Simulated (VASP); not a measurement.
Consider the following.

```yaml
crystal:
  lattice:
    - [0.00000, 3.00264, 3.00264]
    - [3.00264, 0.00000, 3.00264]
    - [3.00264, 3.00264, 0.00000]
  atoms:
    - { symbol: Eu, position: [0.00000, 0.00000, 0.00000] }
    - { symbol: Se, position: [0.50000, 0.50000, 0.50000] }
```

Calculation: PBEsol GGA, VASP's PBE PAW potentials (set 64) (plane waves; VASP). Settings: 480 eV cut-off, 8×8×8 Γ-centred mesh, Gaussian smearing of 0.050 eV, potentials Eu_2 Se.

The 4f electrons are frozen in the core of the lanthanide potential, so 4f levels, which can set the real gap, and their magnetism are missing.

Predict the energy per atom (σ→0), band gap (on the k-mesh) with the smallest direct gap where there is one.

```json
{
 "band gap (on the k-mesh)": "1.50 eV",
 "smallest direct gap (on the k-mesh)": "2.07 eV",
 "energy per atom (σ→0)": "-5.239 eV/atom"
}
```

Only differences to runs with the same potentials and settings are physical.

The structure comes from a computed database's EuSe entry (Fm-3m); how it stands against other phases isn't given here. It was relaxed first, which changed the volume by -6 %.
